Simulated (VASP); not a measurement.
An input for Quantum ESPRESSO's pw.x (written as the equivalent of a VASP run, and not itself run):

```
&CONTROL
  calculation = 'vc-relax'
  pseudo_dir = './pseudo'
  outdir = './out'
  tprnfor = .true.
  tstress = .true.
  nstep = 30
  forc_conv_thr = 0.00039
/
&SYSTEM
  ibrav = 0
  nat = 1
  ntyp = 1
  ecutwfc = 70
  occupations = 'smearing'
  smearing = 'methfessel-paxton'
  degauss = 0.00735
  input_dft = 'pbesol'
/
&ELECTRONS
  conv_thr = 7.3e-09
  electron_maxstep = 100
/
&IONS
/
&CELL
  cell_dofree = 'shape'
/
ATOMIC_SPECIES
  In 114.818 In.upf
CELL_PARAMETERS angstrom
    -1.5888322    1.5888322    2.4485164
     1.5888322   -1.5888322    2.4485164
     1.5888322    1.5888322   -2.4485164
ATOMIC_POSITIONS crystal
  In   0.0000000  0.0000000  0.0000000
K_POINTS automatic
  16 16 16 0 0 0
```

Problem. Write the VASP files for the same calculation (PBEsol).

Solution. One answer among several that fit: 
File POSCAR:
```
In
1
   -1.5888321960     1.5888321960     2.4485163700
    1.5888321960    -1.5888321960     2.4485163700
    1.5888321960     1.5888321960    -2.4485163700
In
1
Direct
  0.0000000000   0.0000000000   0.0000000000
```

File KPOINTS:
```
Automatic mesh
0
Gamma
16 16 16
0 0 0
```

**INCAR**
```
PREC = Accurate
ALGO = Normal   ! blocked Davidson
LMAXMIX = 4   ! l cut-off of mixed one-centre charges
NSW = 30   ! most ionic steps
LASPH = T   ! aspherical one-centre terms
EDIFF = 1E-7   ! SCF stop (eV)
EDIFFG = -0.01   ! ionic stop
NELM = 100   ! most electronic steps
LWAVE = F
LCHARG = F
GGA = PS
SIGMA = 0.1   ! width (eV)
ENCUT = 520
ISIF = 4
IBRION = 2   ! conjugate gradients
ISMEAR = 1
SYSTEM = In
LREAL = F   ! projection in real space or not
```

POTCAR, in this order: In_d (PBE.64 set). Program: vasp_std.

The two are equivalent in intent, not identical: the potentials are each code's own (VASP's PAW set, PseudoDojo norm-conserving files in pw.x), so ENCUT and ecutwfc are chosen apart and not converted; conv_thr bounds pw.x's estimated SCF error, while EDIFF bounds the energy change between steps; forc_conv_thr acts on force components and is met together with etot_conv_thr.

The compound is In in the bct structure. This cell is one point of a volume scan, at 0.97 of the reference volume. Symmetry was kept, so distortions that lower it aren't found.
